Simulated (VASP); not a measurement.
Data:

```
BaS
1.0
    0.00000     3.12978     3.12978
    3.12978     0.00000     3.12978
    3.12978     3.12978     0.00000
Ba S
1 1
Direct
  0.00000   0.00000   0.00000
  0.50000   0.50000   0.50000
```

These are PBE GGA with D3 dispersion (Becke-Johnson damping), VASP's PBE PAW potentials (set 64) (plane waves; VASP 6.6.1) values and carry that method's errors. Numerical set-up: 520 eV cut-off, 7×7×7 Γ-centred mesh, Gaussian smearing of 0.050 eV, potentials Ba_sv S.

### Question
Predict the energy per atom (σ→0), pressure.

### Answer

The energy per atom (σ→0) is -5.352 eV/atom. The pressure comes out as 3.11 GPa.

Only differences to runs with the same potentials and settings are physical.

The compound is BaS in the rock salt structure. This cell is one point of a volume scan, at 0.94 of the reference volume.
